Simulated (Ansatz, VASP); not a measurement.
# Cross-check of HfC between VASP and Ansatz

Aim: how closely do two programs agree when they are given the same cell, functional and k mesh? The cell is generated by rule, not measured, and may not be a known phase. The cell is taken from a series of runs on this material, whose earlier steps may have relaxed, scaled, displaced or heated it; both programs get it as it stands.

Method: plane waves, with VASP 6.6.1 beside it; single point at PBEsol, in Ansatz 0.2.0.

The structure was built from a prototype and need not be the compound's stable phase.

### 1. The structure

Symmetry: P6_3mc, No. 186, hexagonal system. The conventional cell has a = 3.392 Å, b = 3.392 Å, c = 5.540 Å, α = 90.00°, β = 90.00°, γ = 120.00°. Nearest to Hf lie 4 C at 2.08 Å. Nearest to C lie 4 Hf at 2.08 Å. Farther neighbours are not listed.

### 2. Ansatz: single point, PBEsol

Ansatz runs on norm-conserving files, of PseudoDojo where its log says so.

A single point gives forces, pressure and levels at one fixed geometry, so differences don't come from the geometry; what else differs is listed under the comparison.

The input, input.yaml:

```yaml
crystal:
  lattice:
    - [3.39238, 0.0, 0.0]
    - [-1.69619, 2.93789, 0.0]
    - [0.0, 0.0, 5.53976]
  atoms:
    - { symbol: Hf, position: [0.333333, 0.666667, 0.0] }
    - { symbol: Hf, position: [0.666667, 0.333333, 0.5] }
    - { symbol: C, position: [0.333333, 0.666667, 0.375] }
    - { symbol: C, position: [0.666667, 0.333333, 0.875] }
kpoints:
  mp_grid: { grid: [6, 6, 4] }
hamiltonian:
  xc: pbesol
  pseudopotentials: { kind: nc }
scf:
  occupations: { method: gaussian, width: 0.1 }
output:
  forces: true
  stress: true
  eigenvalues: true
```

Launch:

```
$ ansatz run input.yaml --threads 4 --pin off --max-ram 7168MiB --backend cpu --events-out ev --progress --plain --runs-dir out
```

Numbers of over 12 decimals in the logs are rounded to 6 here.

The program printed:

```text
Warning: the atoms were moved onto the symmetric positions of the space group found under crystal.symmetry.tolerance 1.0e-5 (fractional; no operation is sought that the atoms, as they stand in a round, miss by more than twice it, and no atom is moved by as much as it), and the run uses the moved positions. Before a round's move an operation carried an atom to 3.39e-6 Å from where it should land, the largest such dist [...]
Engine: ansatz 0.2.0, aarch64-unknown-linux-gnu
Pseudopotentials: kind: nc
Pseudopotential: Hf, nc, valence charge 12, recommended cutoff 789.130201 eV (normal), Hf.nc.azcp (PseudoDojo's, or run here from an input of PseudoDojo's: the run reads no file of this project's for it)
Pseudopotential: C, nc, valence charge 4, recommended cutoff 1115.666836 eV (normal), C.nc.azcp (PseudoDojo's, or run here from an input of PseudoDojo's: the run reads no file of this project's for it)
Functional definition: PBEsol
  exchange = pbesol_x
  correlation = pbesol_c
Crystal: 4 atoms, lattice volume = 55.212 Å³
Basis set: ecut = 1115.666836 eV, 4639 PW (Γ), exchange–correlation on 80×80×128 points (8 copies of the dense FFT grid, shifted against one another)
Bands: 20, of which v1, the nominal top of the filled ones, is band 16 counted from 1 (15 counted from 0)
Symmetry: 12 space group operations
Space group: P63mc (ITA 186), of the structure as read, at distance tolerance 3.8e-5 Å
k-points: 21 of 144 (time reversal used)
Non-local potential: Hf, projectors of the file, l = 0: 2, l = 1: 2, l = 2: 2, l = 3: 2
Non-local potential: C, projectors of the file, l = 0: 2, l = 1: 2
Initial density: superposition of atomic densities (chi_scale 0.1, normalization cell, long waves kept (reshape's long-wave potential 0.00 eV rms))
Initial wavefunctions: pseudopotential atomic-orbital guess
Functional: x = pbesol(κ = 0.804, μ = 0.123457), c = pbesol(β = 0.046)
SCF iter   1: F=—  HF=-3400.020209 eV  |F-HF|=—  |Δ(HF+E_count)|=         —  Δρ=1.32e-1  dr2=1.35e1  ethr=3.10e-3  ⟨swp⟩=6.4  Hψ=2231  notcnv=0
preconditioner: auto → Resta (q_TF=auto, 2.491 Å⁻¹)  ε∞=6.5  [insulator: Δε(μ)=2.389 eV  Ē_g=8.489 eV  σ=0.100 eV  W_gap=1.00  n_scr=22 (ndim 8)  ℏωp=20.0 eV  f_vac=0.000  D(μ)=0.00/eV (n_scr^D=0)  ε∞_Penn≈6.5]
SCF iter   2: F=—  HF=-3396.595897 eV  |F-HF|=—  |Δ(HF+E_count)|=    3.42e0  Δρ=3.31e-2  dr2=5.88e-1  ethr=3.10e-3  ⟨swp⟩=4.7  Hψ=1089  notcnv=0
SCF iter   3: F=—  HF=-3396.484979 eV  |F-HF|=—  |Δ(HF+E_count)|=   1.11e-1  Δρ=1.72e-2  dr2=1.28e-1  ethr=1.84e-3  ⟨swp⟩=2.7  Hψ=632  notcnv=0
SCF iter   4: F=—  HF=-3396.459264 eV  |F-HF|=—  |Δ(HF+E_count)|=   2.57e-2  Δρ=1.87e-3  dr2=1.07e-3  ethr=4.00e-4  ⟨swp⟩=3.0  Hψ=675  notcnv=0
SCF iter   5: F=—  HF=-3396.459861 eV  |F-HF|=—  |Δ(HF+E_count)|=   5.97e-4  Δρ=3.97e-4  dr2=7.41e-5  ethr=3.35e-6  ⟨swp⟩=3.0  Hψ=921  notcnv=0
SCF iter   6: F=—  HF=-3396.459971 eV  |F-HF|=—  |Δ(HF+E_count)|=   1.10e-4  Δρ=8.50e-5  dr2=2.80e-6  ethr=2.31e-7  ⟨swp⟩=2.2  Hψ=624  notcnv=0
SCF iter   7: F=-3396.459972 eV  HF=-3396.459972 eV  |F-HF|=2.47e-9  |Δ(HF+E_count)|=   6.02e-7  Δρ=1.26e-5  dr2=7.46e-8  ethr=3.13e-10  ⟨swp⟩=8.6  Hψ=3211  notcnv=0
SCF 1 converged in 7 iterations: F = -3396.459972 eV  dr2 = 7.46e-8
SCF converged after 7 iterations
Free energy (F): -3396.459972 eV
Harris-Foulkes:  -3396.459972 eV  (|F-HF|=2.47e-9)
Internal energy: -3396.459971 eV  (E = F + TS)
E sigma→0 (E₀):  -3396.459971 eV
Entropy (-TS):   -0.000001 eV (-0.000 meV/atom)
Fermi energy:    13.422170 eV
--- Per-component energies (eV) ---
  E_band       = -236.823371
  E_kinetic    = 1026.019938
  E_local      = -1699.974046  (includes V_loc(G=0)·N_el)
  E_nonlocal   = 131.157041
  E_hartree    = 468.304853
  E_xc         = -891.412229
  E_vxc        = -630.634744  (∫ρ·V_xc dr)
  E_ewald      = -2430.555527
  E_smearing   = -0.000001  (= −TS)
  E_closure    = 0.000000  (closes the sum)
  Σ components = -3396.459972   (vs F -3396.459972, Δ=0.00e0)
--- Forces (eV/Å), atoms counted from 1 ---
  atom   1  Hf     0.00000000    -0.00000000    -0.48707847
  atom   2  Hf     0.00000000     0.00000000    -0.48707847
  atom   3  C      0.00000000    -0.00000000     0.48708172
  atom   4  C      0.00000000     0.00000000     0.48708172
  max |Σ_I F_I| component: 6.50e-6 eV/Å
--- Stress (GPa, compression-positive) ---
       26.859514       0.000000       0.000000
        0.000000      26.859514       0.000000
        0.000000       0.000000      16.420692
  P = ⅓ Tr σ = 23.3799 GPa (233.799 kbar)
--- Band table (eV; the first three rows and the last of 21) ---
  k-point 0: bands = [... 12 lower, 10.4722, 10.5026, 11.2149, 11.2149, 15.7784, 15.7784, 17.2228, 18.0613]
  k-point 1: bands = [... 12 lower, 10.5332, 10.5332, 11.0512, 11.0512, 16.2291, 16.2291, 17.7763, 18.2856]
  k-point 2: bands = [... 12 lower, 10.7429, 10.7429, 10.7429, 10.7429, 17.3445, 17.3445, 17.3445, 17.3445]
  k-point 20: bands = [... 12 lower, 10.4131, 10.4131, 12.5658, 12.5658, 14.9027, 14.9027, 17.9907, 17.9907]
```

Reading the cycles: dr2 is the Hartree energy of the density residual (eV), the measure of convergence; HF is the Harris–Foulkes estimate of the energy, which meets the free energy F at convergence.

The run ends at a pressure of 23.38 GPa, with forces up to 0.49 eV/Å.

### 3. VASP: single point, PBEsol

The same cell, functional, mesh and smearing now go to VASP, with its own data sets.

Lines of VASP's logs that name or quote its potential files are left out, and so is its time.

The input, INCAR:

```
SYSTEM = HfC
PREC = Accurate
ENCUT = 600
EDIFF = 1E-06
NELM = 120
ISMEAR = 0
SIGMA = 0.1
LREAL = .FALSE.
ALGO = Normal
GGA = PS
NBANDS = 20
LASPH = .TRUE.
LORBIT = 11
LWAVE = .FALSE.
LCHARG = .FALSE.
ISIF = 2
GGA_COMPAT = .FALSE.
EFERMI = MIDGAP
```

The input, POSCAR:

```
HfC
1.0
    3.3923800000      0.0000000000      0.0000000000
   -1.6961900000      2.9378900000      0.0000000000
    0.0000000000      0.0000000000      5.5397600000
Hf C
2 2
Direct
    0.3333330000      0.6666670000      0.0000000000
    0.6666670000      0.3333330000      0.5000000000
    0.3333330000      0.6666670000      0.3750000000
    0.6666670000      0.3333330000      0.8750000000
```

The input, KPOINTS:

```
Automatic mesh
0
Gamma
6 6 4
0 0 0
```

PAW data sets: Hf_pv and C (PBE family, release 64).

Launch:

```
$ mpirun -np 1 vasp_std
```

The program printed:

```text
[banner, memory and clock lines left out]
running    1 mpi-ranks, on    1 nodes
 distrk:  each k-point on    1 cores,    1 groups
 distr:  one band on    1 cores,    1 groups

 POSCAR found type information on POSCAR HfC
 POSCAR found :  2 types and       4 ions
|                                                                             |
|               ----> ADVICE to this user running VASP <----                  |
|                                                                             |
|     You enforced a specific xc type in the INCAR file but a different       |
|     [... a line on the potential file left out ...]
|     I HOPE YOU KNOW WHAT YOU ARE DOING!                                     |
|                                                                             |

 LDA part: xc-table for (Slater+PW92), standard interpolation
 POSCAR, INCAR and KPOINTS ok, starting setup
 FFT: planning ... GRIDC
 FFT: planning ... GRID_SOFT
 FFT: planning ... GRID
 WAVECAR not read
 entering main loop
       N       E                     dE             d eps       ncg     rms          rms(c)
DAV:   1     0.113317079825E+03    0.11332E+03   -0.17057E+04   840   0.151E+03
DAV:   2    -0.427205991960E+02   -0.15604E+03   -0.15121E+03  1100   0.335E+02
DAV:   3    -0.494836431941E+02   -0.67630E+01   -0.67051E+01  1040   0.519E+01
DAV:   4    -0.495810446829E+02   -0.97401E-01   -0.97246E-01  1068   0.689E+00
DAV:   5    -0.495821774588E+02   -0.11328E-02   -0.11327E-02  1000   0.680E-01    0.928E+01
DAV:   6    -0.414850232429E+02    0.80972E+01   -0.43461E+01   924   0.288E+01    0.582E+01
DAV:   7    -0.415064529619E+02   -0.21430E-01   -0.16288E+00   956   0.825E+00    0.216E+01
DAV:   8    -0.415024041908E+02    0.40488E-02   -0.35447E-02  1008   0.134E+00    0.378E+00
DAV:   9    -0.414976693515E+02    0.47348E-02   -0.19405E-02   924   0.681E-01    0.167E+00
DAV:  10    -0.414972676499E+02    0.40170E-03   -0.23083E-03   952   0.310E-01    0.454E-02
DAV:  11    -0.414972785655E+02   -0.10916E-04   -0.10682E-04   980   0.771E-02    0.965E-02
DAV:  12    -0.414972736678E+02    0.48977E-05   -0.14437E-05   968   0.245E-02    0.131E-02
DAV:  13    -0.414972736878E+02   -0.19993E-07   -0.55777E-07   456   0.569E-03
   1 F= -.41497274E+02 E0= -.41497273E+02  d E =-.121109E-05
```

Parts of OUTCAR (step 3):

```text
ion  position               nearest neighbor table
   1  0.333  0.667  0.000-   4 2.08   4 2.08   4 2.08   3 2.08   2 3.39   2 3.39   2 3.39   2 3.39
                             2 3.39   2 3.39
   2  0.667  0.333  0.500-   3 2.08   3 2.08   3 2.08   4 2.08   1 3.39   1 3.39   1 3.39   1 3.39
                             1 3.39   1 3.39
   3  0.333  0.667  0.375-   2 2.08   2 2.08   2 2.08   1 2.08
   4  0.667  0.333  0.875-   1 2.08   1 2.08   1 2.08   2 2.08

  LATTYP: Found a hexagonal cell.
 ALAT       =     3.3923800000
 C/A-ratio  =     1.6330010199

 Subroutine GETGRP returns: Found 12 space group operations
 (whereof  6 operations were pure point group operations)

The static configuration has the point symmetry C_3v.
 The point group associated with its full space group is C_6v.

 Found     21 irreducible k-points:

   k-points           NKPTS =     21   k-points in BZ     NKDIM =     21   number of bands    NBANDS=     20

   dimension x,y,z NGX =    28 NGY =   28 NGZ =   48
   dimension x,y,z NGXF=    56 NGYF=   56 NGZF=   96

   ENCUT  =  600.0 eV  44.10 Ry    6.64 a.u.   6.78  6.78 11.06*2*pi/ulx,y,z

   NELECT =      28.0000    total number of electrons

 k-points in reciprocal lattice and weights: Automatic mesh
   0.00000000  0.00000000  0.00000000       0.007
   0.16666667  0.00000000  0.00000000       0.042
   0.33333333  0.00000000  0.00000000       0.042
   0.50000000  0.00000000  0.00000000       0.021
   0.16666667  0.16666667  0.00000000       0.042
   0.33333333  0.16666667  0.00000000       0.083
   0.33333333  0.33333333  0.00000000       0.014
   0.00000000  0.00000000  0.25000000       0.014
   0.16666667  0.00000000  0.25000000       0.083
[...]
0.33333333  0.16666667  0.50000000       0.083
   0.33333333  0.33333333  0.50000000       0.014

 average (electrostatic) potential at core
       1 -35.8396       2 -35.8396       3 -48.2430       4 -48.2429

 E-fermi :   4.8166

 k-point     1 :       0.0000    0.0000    0.0000
  band No.  band energies     occupation
    ...
     10       1.8705      2.00000
     11       1.8705      2.00000
     12       1.9046      2.00000
     13       2.6140      2.00000
     14       2.6140      2.00000
     15       7.1555      0.00000
     16       7.1555      0.00000
     17       8.5980      0.00000
     18       9.4590      0.00000
     19       9.7642      0.00000
    ...

 k-point     2 :       0.1667    0.0000    0.0000
  band No.  band energies     occupation
    ...
     10       1.7123      2.00000
     11       2.0880      2.00000
     12       2.1325      2.00000
     13       2.4115      2.00000
     14       3.0209      2.00000
     15       6.1094      0.00000
     16       7.0484      0.00000
     17       8.2822      0.00000
     18       9.6843      0.00000
     19      10.0966      0.00000
    ...

 k-point     3 :       0.3333    0.0000    0.0000
  band No.  band energies     occupation
    ...
     10       1.4571      2.00000
     11       2.4683      2.00000
     12       2.5311      2.00000
     13       3.1143      2.00000
     14       3.9667      2.00000
     15       5.1038      0.00005
     16       7.2379      0.00000
     17       7.8259      0.00000
     18      10.0633      0.00000
     19      10.4244      0.00000
    ...

  Total        9.2439586      9.2439758      5.6154751     -0.0000000      0.0000000      0.0000000
  in kB      268.2486831    268.2491836    162.9544091     -0.0000000      0.0000000      0.0000000
  external PRESSURE =     233.1507586 kB  Pullay stress =       0.0000000 kB

  energy-cutoff  :      600.00
  volume of cell :       55.21
      direct lattice vectors                 reciprocal lattice vectors
     3.392380000  0.000000000  0.000000000     0.294778297  0.170190170  0.000000000
    -1.696190000  2.937890000  0.000000000     0.000000000  0.340380341  0.000000000
     0.000000000  0.000000000  5.539760000     0.000000000  0.000000000  0.180513235

 POSITION                                       TOTAL-FORCE (eV/Angst)
 -----------------------------------------------------------------------------------
     -0.00000      1.95859      0.00000         0.000000     -0.000000     -0.489862
      1.69619      0.97930      2.76988        -0.000000      0.000000     -0.489862
     -0.00000      1.95859      2.07741         0.000000     -0.000000      0.489862
      1.69619      0.97930      4.84729        -0.000000      0.000000      0.489862
 -----------------------------------------------------------------------------------
    total drift:                               -0.000841      0.000486      0.000182

  FREE ENERGIE OF THE ION-ELECTRON SYSTEM (eV)
  ---------------------------------------------------
  free  energy   TOTEN  =       -41.4972736878 eV

  energy  without entropy=      -41.4972724767  energy(sigma->0) =      -41.49727308

 total charge
# of ion       s       p       d       tot
------------------------------------------
    1        0.395   6.670   1.907   8.973
    2        0.395   6.670   1.907   8.973
    3        0.906   1.625   0.000   2.531
    4        0.906   1.625   0.000   2.531
--------------------------------------------------
tot          2.603  16.590   3.815  23.008

[... 3 further parts left out ...]
```

The gap is read on the k-mesh alone, so it is an upper bound where the band edges lie off the mesh. Harder data sets than Hf_pv exist (the GW ones), and pressures, volumes and forces can shift noticeably with them. The PAW data sets were made with PBE, which is usual practice but a small mismatch for other functionals.

### 4. Comparison

Known differences besides the potentials themselves: the data sets hold 32 valence electrons in Ansatz (on norm-conserving files, of PseudoDojo where its log says so) and 28 in VASP; the cutoff is 1115.67 eV in Ansatz and 600 eV in VASP. Total energies have different zeros and are not compared.

Both answers:

| quantity | Ansatz | VASP | difference |
| --- | --- | --- | --- |
| pressure (GPa) | 23.38 | 23.32 | +0.06 |
| gap on the k mesh (eV) | 0.581 | 0.563 | +0.018 |

Forces (eV/Å; atoms numbered as in POSCAR):

| atom | Ansatz x, y, z | VASP x, y, z |
| --- | --- | --- |
| Hf1 | 0.000, 0.000, -0.487 | 0.000, 0.000, -0.490 |
| Hf2 | 0.000, 0.000, -0.487 | 0.000, 0.000, -0.490 |
| C3 | 0.000, 0.000, 0.487 | 0.000, 0.000, 0.490 |
| C4 | 0.000, 0.000, 0.487 | 0.000, 0.000, 0.490 |

The forces differ by 1.6 meV/Å r.m.s., which is 0.6 % of the r.m.s. force of 0.283 eV/Å (both taken over all components). A gap on the mesh is an upper bound, since the band edges may lie between its points; neither run holds spin-orbit coupling, which can move the band edges of a compound of Hf.

### 5. Summary of results

| Property | Result |
| --- | --- |
| r.m.s. force difference (single point, PBEsol) | 0.57 % of the r.m.s. force |

What this shows: The r.m.s. force difference is 0.57 % of the r.m.s. force (single point, PBEsol), within the 3 % picked in this series as the mark of a large difference. The data sets hold unlike numbers of valence electrons (32 in Ansatz and 28 in VASP), so part of the differences comes from the potentials. Such differences can come from data sets, numerical settings and the points named under the comparisons, not from the functional's error against experiment.

[Lines on the potential files, build, host, timing and source positions are cut from VASP's logs without a mark.]

[Logs are printed without paths, hosts, clocks, repeated set-up lines and the standing remarks that a program may print on its own settings, such as how far it seeks lower states.]

[Hosts, paths, dates, database ids (printed as entryN), source tags and the programs' standing remarks are cut or masked in the printed files.]
